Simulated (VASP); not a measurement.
Method: PBE GGA, VASP's PBE PAW potentials (set 64) (plane waves; VASP).

VASP input:

### INCAR
```
SYSTEM = BAs
PREC = Normal; ENCUT = 450; LREAL = .FALSE.
LASPH = .TRUE.
EDIFF = 1E-5; NELM = 100; NELMIN = 4
ALGO = Fast; LMAXMIX = 4
ISMEAR = 0; SIGMA = 0.05
GGA = PE
IBRION = 2; NSW = 20; ISIF = 2
EDIFFG = -0.03
LWAVE = .FALSE.; LCHARG = .FALSE.
```

**POSCAR**
```
BAs
1.0
  0.0000000000   2.4082060436   2.4082060436
  2.4082060436   0.0000000000   2.4082060436
  2.4082060436   2.4082060436   0.0000000000
B As
1 1
direct
  0.0000000000   0.0000000000   0.0000000000
  0.7500000000   0.7500000000   0.7500000000
```

File KPOINTS:
```
Automatic
0
Gamma
 11 11 11
```

POTCAR, in this order: B As (PBE.64 set). Program: vasp_std.

### Question
What does the run give for the energy per atom (σ→0)?

### Answer

The energy per atom (σ→0) is -5.707 eV/atom.

### OSZICAR
```
...
RMM:   6    -0.114707280749E+02    0.53484E+00   -0.52997E-01   896   0.481E+00    0.230E+00
RMM:   7    -0.114195617342E+02    0.51166E-01   -0.16092E-01   896   0.277E+00    0.956E-01
RMM:   8    -0.114137039856E+02    0.58577E-02   -0.24620E-02   896   0.136E+00    0.149E-01
RMM:   9    -0.114132247659E+02    0.47922E-03   -0.31616E-03   896   0.490E-01    0.482E-02
RMM:  10    -0.114133728582E+02   -0.14809E-03   -0.43846E-04   896   0.190E-01    0.476E-02
RMM:  11    -0.114133001743E+02    0.72684E-04   -0.16133E-04   896   0.983E-02    0.101E-02
RMM:  12    -0.114132973904E+02    0.27840E-05   -0.80231E-06   661   0.294E-02
   1 F= -.11413297E+02 E0= -.11413297E+02  d E =-.114133E+02
```

The compound is BAs in the zinc blende structure. It was relaxed first.
